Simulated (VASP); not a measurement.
Here is the system:

```
CELL_PARAMETERS angstrom
      3.53618     0.00000     0.00000
      0.00000     3.53618     0.00000
      0.00000     0.00000     3.53618
ATOMIC_POSITIONS crystal
  Sc 0.00000 0.00000 0.00000
  Te 0.50000 0.50000 0.50000
```

Calculation: LDA (Ceperley-Alder, Perdew-Zunger), VASP's LDA PAW potentials (set 64) (plane waves; VASP). Numerical set-up: 400 eV cut-off, 12×12×12 Γ-centred mesh, tetrahedra with Blöchl corrections, potentials Sc_sv Te.

**Question.** The job: ScTe (relaxed from the CsCl type structure, space group Pm-3m), 2 atoms, LDA, static run, 400 eV, 12×12×12 Γ-centred mesh. Roughly how much core time does it take on a busy server core?

**Answer.** About 20 core-seconds (one run on a shared machine, a rough figure). It had 84 irreducible k-points, 12 bands, up to 840 plane waves and 16 electronic steps.

The structure was generated: ScTe was put into the CsCl type type (Pm-3m), which need not be its known phase. It was relaxed first, which changed the volume by -31 %.
